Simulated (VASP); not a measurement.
Input:

```yaml
crystal:
  lattice:
    - [3.32046, 0.00000, 0.00000]
    - [-1.66023, 2.87560, 0.00000]
    - [0.00000, 0.00000, 5.96745]
  atoms:
    - { symbol: Ta, position: [0.00000, 0.00000, 0.00000] }
    - { symbol: S, position: [0.33333, 0.66667, 0.25816] }
    - { symbol: S, position: [0.66667, 0.33333, 0.74184] }
```

The numbers are results of PBEsol GGA with spin-orbit coupling, VASP's PBE PAW potentials (set 64) (plane waves; VASP), not measurements. Numerical set-up: 400 eV cut-off, 11×11×6 Γ-centred mesh, Gaussian smearing of 0.050 eV, potentials Ta_pv S.

Without a dispersion term in the relaxation, distances and binding between the weakly bound layers, chains or molecules are unreliable, and so is what depends on them.

**Question.** Estimate the energy per atom (σ→0), band gap (over mesh and band path) with the smallest direct gap where there is one.

**Answer.** 
```json
{
  "band gap (over mesh and band path)": "none (metal, semimetal or under 0.01 eV)",
  "energy per atom (σ→0)": "-812.1 kJ/mol of atoms"
}
```

Total energies compare only between runs with the same potentials, cut-off and functional.

The structure was generated: TaS2 was put into the CdI2 type (P-3m1), which need not be its known phase. It was relaxed first, which changed the volume by -12 %.
